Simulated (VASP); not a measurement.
Level of theory: RPBE GGA, VASP's PBE PAW potentials (set 64) (plane waves; VASP 6.6.1).

The input files of a VASP run:

**POSCAR**
```
Mg
1
    1.6050000000    -2.7799420000     0.0000000000
    1.6050000000     2.7799420000     0.0000000000
    0.0000000000     0.0000000000     5.2100000000
Mg
2
Direct
  0.3333330000   0.6666670000   0.2500000000
  0.6666670000   0.3333330000   0.7500000000
```

**KPOINTS**
```
Automatic mesh
0
Gamma
12 12 7
0 0 0
```

**INCAR**
```
SYSTEM = Mg
PREC = Accurate; ENCUT = 520; LREAL = F
LASPH = T
EDIFF = 1E-6; NELM = 100; ALGO = Normal
ISMEAR = 1; SIGMA = 0.1
GGA = RP
IBRION = 2; NSW = 60; ISIF = 3
EDIFFG = -0.01
LWAVE = F; LCHARG = F
```

POTCAR, in this order: Mg (PBE.64 set). Program: vasp_std.

Q: What does the run give for the energy per atom (σ→0), volume per atom, band gap (on the k-mesh)?

A: 
```yaml
energy per atom (σ→0): -1.342 eV/atom
band gap (on the k-mesh): none (metal, semimetal or under 0.01 eV)
volume_per_atom: 23.56 Å³/atom
```

OSZICAR:
```
...
       N       E                     dE             d eps       ncg     rms          rms(c)
DAV:   1    -0.268385088658E+01   -0.21480E-03   -0.98706E-04  1248   0.177E-01    0.101E-02
DAV:   2    -0.268385088849E+01   -0.19147E-08   -0.40132E-06  1002   0.145E-02
   5 F= -.26838509E+01 E0= -.26840605E+01  d E =-.214738E-03
       N       E                     dE             d eps       ncg     rms          rms(c)
DAV:   1    -0.268387098838E+01   -0.20102E-04   -0.18957E-04  1230   0.797E-02    0.528E-03
DAV:   2    -0.268387098056E+01    0.78122E-08   -0.76004E-07   972   0.629E-03
   6 F= -.26838710E+01 E0= -.26840852E+01  d E =-.234830E-03
```

The compound is Mg in the hcp structure. This run relaxes it. Symmetry was kept, so distortions that lower it aren't found.
